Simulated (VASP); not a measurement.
These are LDA (Ceperley-Alder, Perdew-Zunger), VASP's LDA PAW potentials (set 64) (plane waves; VASP) values and carry that method's errors.

VASP ran on this input.

### POSCAR
```
MgI2
1
    2.0372276561    -3.5285814045     0.0000000000
    2.0372276561     3.5285814045     0.0000000000
    0.0000000000     0.0000000000     6.6830888505
Mg I
1 2
Direct
  0.0000000000   0.0000000000   0.0000000000
  0.3333330000   0.6666670000   0.2474741560
  0.6666670000   0.3333330000   0.7525258440
```

### INCAR
```
ISIF=3   # ions, shape and volume
NELM=100
EDIFF=1E-6   # SCF stop (eV)
EDIFFG=-0.02   # ionic stop
ALGO=Normal
SIGMA=0.05   # width (eV)
PSTRESS=50   # kbar
LWAVE=.FALSE.
LREAL=.FALSE.   # projection in real space or not
SYSTEM=MgI2
ISMEAR=0
ENCUT=500   # plane-wave cut-off (eV)
NSW=40
PREC=Accurate
IBRION=2   # conjugate gradients
LMAXMIX=4   # l cut-off of mixed one-centre charges
LCHARG=.FALSE.
LASPH=.TRUE.
```

### KPOINTS
```
Automatic mesh
0
Gamma
6 6 4
0 0 0
```

POTCAR, in this order: Mg I (LDA.64 set). Program: vasp_std.

The run wrote:

File OSZICAR:
```
...
DAV:   1     0.764022094239E+02    0.76402E+02   -0.58934E+03   584   0.103E+03
DAV:   2    -0.358800126580E+01   -0.79990E+02   -0.73327E+02   848   0.150E+02
DAV:   3    -0.914929287467E+01   -0.55613E+01   -0.55401E+01   728   0.479E+01
DAV:   4    -0.925112081022E+01   -0.10183E+00   -0.10180E+00   740   0.796E+00
DAV:   5    -0.925284167460E+01   -0.17209E-02   -0.17207E-02   736   0.100E+00    0.444E+00
DAV:   6    -0.913040804198E+01    0.12243E+00   -0.12625E-01   616   0.191E+00    0.294E+00
DAV:   7    -0.909836702096E+01    0.32041E-01   -0.11792E-01   664   0.186E+00    0.531E-01
DAV:   8    -0.909558315830E+01    0.27839E-02   -0.10253E-02   628   0.604E-01    0.212E-01
DAV:   9    -0.909553561526E+01    0.47543E-04   -0.57629E-04   716   0.161E-01    0.877E-02
DAV:  10    -0.909552861779E+01    0.69975E-05   -0.28501E-05   684   0.411E-02    0.397E-02
DAV:  11    -0.909552752303E+01    0.10948E-05   -0.37665E-06   692   0.139E-02    0.242E-02
DAV:  12    -0.909552736846E+01    0.15457E-06   -0.35494E-07   412   0.427E-03
   1 F= -.60970115E+01 E0= -.60970115E+01  d E =-.609701E+01
       N       E                     dE             d eps       ncg     rms          rms(c)
DAV:   1    -0.102518233226E+02   -0.11563E+01   -0.24864E+01   628   0.274E+01    0.795E+00
DAV:   2    -0.913041948308E+01    0.11214E+01   -0.16089E+00   604   0.775E+00    0.246E+00
DAV:   3    -0.884909260726E+01    0.28133E+00   -0.75777E-01   616   0.442E+00    0.199E+00
DAV:   4    -0.884208275753E+01    0.70098E-02   -0.19739E-02   772   0.106E+00    0.122E+00
DAV:   5    -0.883236380414E+01    0.97190E-02   -0.29975E-02   652   0.885E-01    0.254E-01
DAV:   6    -0.883222911968E+01    0.13468E-03   -0.98032E-04   640   0.222E-01    0.199E-01
DAV:   7    -0.883220999527E+01    0.19124E-04   -0.35715E-04   644   0.104E-01    0.155E-01
DAV:   8    -0.883219616141E+01    0.13834E-04   -0.48963E-05   640   0.416E-02    0.250E-02
DAV:   9    -0.883219634600E+01   -0.18459E-06   -0.34928E-06   676   0.117E-02
   2 F= -.62471049E+01 E0= -.62471049E+01  d E =-.150093E+00
       N       E                     dE             d eps       ncg     rms          rms(c)
DAV:   1    -0.904100397068E+01   -0.20881E+00   -0.14969E+00   644   0.640E+00    0.159E+00
DAV:   2    -0.897114849338E+01    0.69855E-01   -0.11756E-01   588   0.208E+00    0.660E-01
DAV:   3    -0.895395999963E+01    0.17188E-01   -0.48919E-02   608   0.113E+00    0.477E-01
DAV:   4    -0.895369364040E+01    0.26636E-03   -0.85077E-04   792   0.229E-01    0.458E-01
DAV:   5    -0.895318476112E+01    0.50888E-03   -0.75155E-04   632   0.151E-01    0.699E-02
DAV:   6    -0.895318324681E+01    0.15143E-05   -0.31331E-05   676   0.422E-02    0.313E-02
DAV:   7    -0.895318174151E+01    0.15053E-05   -0.65687E-06   736   0.163E-02    0.103E-02
DAV:   8    -0.895318188403E+01   -0.14253E-06   -0.34223E-07   368   0.443E-03
   3 F= -.62690964E+01 E0= -.62690964E+01  d E =-.172085E+00
       N       E                     dE             d eps       ncg     rms          rms(c)
DAV:   1    -0.895736706853E+01   -0.41853E-02   -0.15136E+00   584   0.734E+00    0.519E-01
DAV:   2    -0.895532955661E+01    0.20375E-02   -0.62391E-02   676   0.174E+00    0.263E-01
DAV:   3    -0.895344201567E+01    0.18875E-02   -0.33912E-03   668   0.360E-01    0.135E-01
DAV:   4    -0.895312194665E+01    0.32007E-03   -0.55518E-04   716   0.135E-01    0.120E-01
DAV:   5    -0.895306885876E+01    0.53088E-04   -0.11667E-04   800   0.647E-02    0.181E-02
DAV:   6    -0.895306873269E+01    0.12607E-06   -0.26925E-06   648   0.114E-02
   4 F= -.63023212E+01 E0= -.63023212E+01  d E =-.332247E-01
       N       E                     dE             d eps       ncg     rms          rms(c)
DAV:   1    -0.893322032283E+01    0.19849E-01   -0.13772E+01   584   0.222E+01    0.181E+00
DAV:   2    -0.891190783323E+01    0.21312E-01   -0.57879E-01   676   0.523E+00    0.745E-01
DAV:   3    -0.889592104248E+01    0.15987E-01   -0.29896E-02   668   0.108E+00    0.465E-01
DAV:   4    -0.889335900471E+01    0.25620E-02   -0.47200E-03   716   0.411E-01    0.389E-01
DAV:   5    -0.889293608092E+01    0.42292E-03   -0.79030E-04   776   0.174E-01    0.593E-02
DAV:   6    -0.889292549734E+01    0.10584E-04   -0.61484E-05   756   0.478E-02    0.315E-02
DAV:   7    -0.889292476056E+01    0.73679E-06   -0.24119E-06   632   0.116E-02
   5 F= -.63405404E+01 E0= -.63405404E+01  d E =-.714440E-01
       N       E                     dE             d eps       ncg     rms          rms(c)
DAV:   1    -0.890774335854E+01   -0.14818E-01   -0.25174E-01   584   0.300E+00    0.207E-01
DAV:   2    -0.890748559999E+01    0.25776E-03   -0.10605E-02   668   0.723E-01    0.123E-01
DAV:   3    -0.890717105142E+01    0.31455E-03   -0.50913E-04   676   0.142E-01    0.645E-02
DAV:   4    -0.890710063018E+01    0.70421E-04   -0.12023E-04   704   0.607E-02    0.553E-02
DAV:   5    -0.890709097660E+01    0.96536E-05   -0.25298E-05   792   0.297E-02    0.967E-03
DAV:   6    -0.890709100700E+01   -0.30398E-07   -0.32831E-07   412   0.466E-03
   6 F= -.63413461E+01 E0= -.63413461E+01  d E =-.722497E-01
       N       E                     dE             d eps       ncg     rms          rms(c)
DAV:   1    -0.895643449923E+01   -0.49344E-01   -0.54559E-01   620   0.415E+00    0.635E-01
DAV:   2    -0.894570802980E+01    0.10726E-01   -0.23896E-02   652   0.111E+00    0.320E-01
DAV:   3    -0.894201532508E+01    0.36927E-02   -0.66781E-03   656   0.458E-01    0.106E-01
DAV:   4    -0.894158955890E+01    0.42577E-03   -0.83143E-04   676   0.173E-01    0.114E-01
DAV:   5    -0.894152742550E+01    0.62133E-04   -0.13496E-04   792   0.746E-02    0.289E-02
DAV:   6    -0.894152702099E+01    0.40451E-06   -0.12341E-05   640   0.221E-02    0.700E-03
DAV:   7    -0.894152697415E+01    0.46835E-07   -0.42758E-07   352   0.504E-03
   7 F= -.63454054E+01 E0= -.63454054E+01  d E =-.405932E-02
       N       E                     dE             d eps       ncg     rms          rms(c)
DAV:   1    -0.894033508270E+01    0.11919E-02   -0.87645E-04   624   0.167E-01    0.256E-02
DAV:   2    -0.894031781659E+01    0.17266E-04   -0.37493E-05   660   0.439E-02    0.126E-02
DAV:   3    -0.894031194008E+01    0.58765E-05   -0.11095E-05   652   0.186E-02    0.424E-03
DAV:   4    -0.894031130972E+01    0.63037E-06   -0.10086E-06   360   0.662E-03
   8 F= -.63454109E+01 E0= -.63454109E+01  d E =-.406475E-02
       N       E                     dE             d eps       ncg     rms          rms(c)
DAV:   1    -0.893110025876E+01    0.92117E-02   -0.38122E-01   640   0.344E+00    0.445E-01
DAV:   2    -0.892453626677E+01    0.65640E-02   -0.11466E-02   676   0.785E-01    0.230E-01
DAV:   3    -0.892165530488E+01    0.28810E-02   -0.65710E-03   684   0.467E-01    0.106E-01
DAV:   4    -0.892162035466E+01    0.34950E-04   -0.29413E-04   660   0.119E-01    0.102E-01
DAV:   5    -0.892159578706E+01    0.24568E-04   -0.41797E-05   700   0.413E-02    0.134E-02
DAV:   6    -0.892159485312E+01    0.93394E-06   -0.37823E-06   676   0.128E-02
   9 F= -.63469979E+01 E0= -.63469979E+01  d E =-.158703E-02
       N       E                     dE             d eps       ncg     rms          rms(c)
DAV:   1    -0.892616836979E+01   -0.45726E-02   -0.15334E-02   636   0.686E-01    0.883E-02
DAV:   2    -0.892589974189E+01    0.26863E-03   -0.46608E-04   680   0.158E-01    0.474E-02
DAV:   3    -0.892578216398E+01    0.11758E-03   -0.27251E-04   676   0.949E-02    0.211E-02
DAV:   4    -0.892578074458E+01    0.14194E-05   -0.11849E-05   656   0.241E-02    0.208E-02
DAV:   5    -0.892577971459E+01    0.10300E-05   -0.14409E-06   460   0.818E-03    0.339E-03
DAV:   6    -0.892577970069E+01    0.13904E-07   -0.33885E-07   300   0.419E-03
  10 F= -.63471066E+01 E0= -.63471066E+01  d E =-.169578E-02
```

OUTCAR:
```
------------------------ aborting loop because EDIFF is reached ----------------------------------------
  FORCE on cell =-STRESS in cart. coord.  units (eV):
  Direction    XX          YY          ZZ          XY          YZ          ZX
  --------------------------------------------------------------------------------------
  Total        2.5791372      2.5791362      2.5805057      0.0000000      0.0000000      0.0000000
  in kB       50.0089989     50.0089797     50.0355347      0.0000000      0.0000000      0.0000000
  external PRESSURE =       0.0178378 kB  Pullay stress =      50.0000000 kB
  volume of cell :       82.63
      direct lattice vectors                 reciprocal lattice vectors
     1.955311285 -3.386697837  0.000000000     0.255713760 -0.147636436 -0.000000000
     1.955311285  3.386697837 -0.000000000     0.255713760  0.147636436 -0.000000000
     0.000000000  0.000000000  6.238993160     0.000000000  0.000000000  0.160282272
 POSITION                                       TOTAL-FORCE (eV/Angst)
 -----------------------------------------------------------------------------------
      0.00000     -0.00000      0.00000        -0.000000      0.000000      0.000000
      1.95531      1.12890      1.65331         0.000000      0.000000      0.008411
      1.95531     -1.12890      4.58568        -0.000000     -0.000000     -0.008411
 -----------------------------------------------------------------------------------
    total drift:                                0.000000     -0.000000      0.000000
  FREE ENERGIE OF THE ION-ELECTRON SYSTEM (eV)
  ---------------------------------------------------
  free  energy   TOTEN  =        -8.9257797007 eV

  energy  without entropy=       -8.9257797007  energy(sigma->0) =       -8.92577970
  enthalpy is  TOTEN    =        -6.3471066345 eV   P V=        2.5786730662

 reached required accuracy - stopping structural energy minimisation
```
(Selected blocks of OUTCAR.)

CONTCAR:
```
MgI2
   1.00000000000000
     1.9553112846745639   -3.3866978366339828    0.0000000000000000
     1.9553112846745639    3.3866978366339828   -0.0000000000000000
     0.0000000000000000    0.0000000000000000    6.2389931599013622
  Mg              I
     1     2
Direct
     0.0000000000000000    0.0000000000000000    0.0000000000000000
     0.3333330000000032    0.6666669999999968    0.2649965808537109
     0.6666669999999968    0.3333330000000032    0.7350034191462891
```

Energy and stress use the plane-wave basis of the starting cell.

The compound is MgI2 in the 1T layered structure. This run relaxes it under an external pressure of 5 GPa. Symmetry was kept, so distortions that lower it aren't found.
